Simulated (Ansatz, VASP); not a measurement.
**GaF: VASP beside Ansatz**

The input INCAR:

```
SYSTEM = GaF
PREC = Accurate
ENCUT = 600
EDIFF = 1E-7
ISMEAR = -1
SIGMA = 0.05
LREAL = .FALSE.
LASPH = .TRUE.
NELM = 60
ALGO = Normal
ISIF = 3
LWAVE = .FALSE.
LCHARG = .FALSE.
GGA = PE
IBRION = 2
NSW = 40
EDIFFG = -0.005
```

File KPOINTS:

```
regular mesh
0
G
  9 9 9
  0 0 0
```

The input POSCAR:

```
GaF
1.0
    0.0000000000      2.5769602800      2.5769602800
    2.5769602800      0.0000000000      2.5769602800
    2.5769602800      2.5769602800      0.0000000000
Ga F
1 1
Direct
    0.2500000000      0.2500000000      0.2500000000
    0.0000000000      0.0000000000      0.0000000000
```

File input.yaml:

```yaml
crystal:
  lattice:
    - [0.0, 2.57696028, 2.57696028]
    - [2.57696028, 0.0, 2.57696028]
    - [2.57696028, 2.57696028, 0.0]
  atoms:
    - { symbol: Ga, position: [0.25, 0.25, 0.25] }
    - { symbol: F, position: [0.0, 0.0, 0.0] }
hamiltonian:
  xc: pbe
  pseudopotentials: { kind: paw }
kpoints:
  mp_grid: { grid: [9, 9, 9] }
scf:
  occupations: { method: fermi_dirac, width: 0.05 }
output:
  forces: true
  stress: true
  eigenvalues: true
  write_density: true
  write_potential: true
  elf: true
  volumetric_format: npy
relax:
  f_tol: 0.01
  max_steps: 40
  cell: { stress_tol: 0.05 }
```

The cell was built by a generator and needn't be a form met in nature.

Alike in both runs: task relaxation of cell and atoms; functional PBE; k mesh 9 × 9 × 9; occupations fermi-dirac, width 0.05 eV; no spin polarisation.

|  | VASP | Ansatz |
| --- | --- | --- |
| version | VASP 6.6.1 | Ansatz 0.2.0 |
| potentials or method | VASP PAW PBE potentials, release 64 (Ga_d, F) | Ansatz PAW |
| plane-wave cutoff (eV) | 600 | 420 |
| valence electrons in the cell | 20 | 20 |

|  | VASP | Ansatz | Ansatz less VASP |
| --- | --- | --- | --- |
| gap on the k mesh at the Fermi level, each at its own relaxed structure (eV) | 2.38 | 2.42 | +0.038 |
| relaxed volume (Å³/atom) | 22.83 | 23.05 | +0.213 |
| relaxed cell length with the largest relative difference (Å) | 4.012 | 4.024 | +0.0124 |
| energy change over the relaxation (meV/atom) | -205 | -208 | -2.8 |

Caveats: the volume moved by over 15 % at a fixed basis, so the end points are rough; an odd mesh through Γ misses points on the zone boundary, where band edges often lie (VASP); odd divisions of the mesh miss points on the zone boundary, where band edges often lie, so the gap on the mesh can be too wide (Ansatz); the plane-wave basis is chosen anew once the cell has moved, so the energies of steps on either side of that aren't comparable (Ansatz). Expect the measured gap to be larger: semilocal functionals such as PBE lack the derivative discontinuity.
